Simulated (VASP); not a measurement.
OSZICAR of a VASP run on HfN (rock salt):

**OSZICAR**
```
       N       E                     dE             d eps       ncg     rms          rms(c)
DAV:   1    -0.570351821506E+00   -0.57035E+00   -0.84936E+03  2288   0.133E+03
DAV:   2    -0.625794290808E+02   -0.62009E+02   -0.58662E+02  3050   0.259E+02
DAV:   3    -0.649257824988E+02   -0.23464E+01   -0.23177E+01  2970   0.435E+01
DAV:   4    -0.649481652825E+02   -0.22383E-01   -0.22356E-01  2753   0.420E+00
DAV:   5    -0.649485358428E+02   -0.37056E-03   -0.37035E-03  3039   0.419E-01    0.514E+01
DAV:   6    -0.574069255732E+02    0.75416E+01   -0.10758E+01  2696   0.270E+01    0.373E+01
DAV:   7    -0.586508620663E+02   -0.12439E+01   -0.82531E-01  2755   0.940E+00    0.230E+01
DAV:   8    -0.560637415960E+02    0.25871E+01   -0.62330E-01  2633   0.939E+00    0.804E+00
DAV:   9    -0.579133971456E+02   -0.18497E+01   -0.70686E-01  2591   0.972E+00    0.335E+00
DAV:  10    -0.580135656394E+02   -0.10017E+00   -0.29355E-01  2714   0.505E+00    0.234E+00
DAV:  11    -0.579903585568E+02    0.23207E-01   -0.19318E-02  2602   0.145E+00    0.128E+00
DAV:  12    -0.579900810231E+02    0.27753E-03   -0.12210E-02  2732   0.778E-01    0.451E-01
DAV:  13    -0.579899584228E+02    0.12260E-03   -0.26095E-03  2839   0.457E-01    0.400E-02
DAV:  14    -0.579901880608E+02   -0.22964E-03   -0.20248E-04  2492   0.161E-01    0.330E-02
DAV:  15    -0.579901496689E+02    0.38392E-04   -0.16153E-04  2920   0.135E-01    0.299E-02
DAV:  16    -0.579901621118E+02   -0.12443E-04   -0.86199E-06  2665   0.376E-02    0.399E-02
DAV:  17    -0.579901545899E+02    0.75219E-05   -0.19572E-06  2723   0.147E-02    0.197E-02
DAV:  18    -0.579901998530E+02   -0.45263E-04   -0.12685E-05  2880   0.354E-02    0.152E-02
DAV:  19    -0.579901978713E+02    0.19817E-05   -0.67530E-07  2608   0.867E-03    0.984E-03
DAV:  20    -0.579902011788E+02   -0.33075E-05   -0.23855E-07  2521   0.520E-03    0.305E-03
DAV:  21    -0.579901988958E+02    0.22831E-05   -0.11023E-07  1345   0.405E-03    0.270E-04
DAV:  22    -0.579901992405E+02   -0.34478E-06   -0.12149E-08  1291   0.124E-03    0.190E-04
DAV:  23    -0.579901997450E+02   -0.50441E-06   -0.27827E-09  1300   0.661E-04    0.101E-04
DAV:  24    -0.579901995584E+02    0.18653E-06   -0.93935E-10  1279   0.379E-04    0.110E-04
DAV:  25    -0.579901995987E+02   -0.40237E-07   -0.15822E-10  1282   0.151E-04
   1 F= -.57990200E+02 E0= -.57990098E+02  d E =-.304329E-03
```

### Question
Which electronic solver shows in the log?

### Answer
It is blocked Davidson (ALGO = Normal, or the opening steps of other solvers). The INCAR had ALGO = Normal.

### Question
Can the final energy be trusted as converged?

### Answer
The run converged. It stopped with EDIFF = 1E-7, NELM = 100 (r2SCAN+rVV10, plane waves, VASP's PBE PAW potentials (set 64)).

The compound is HfN in the rock salt structure. This cell is one point of a volume scan, at 1.03 of the reference volume. The electron count is odd and the run is not spin-polarised, which forces a metal.
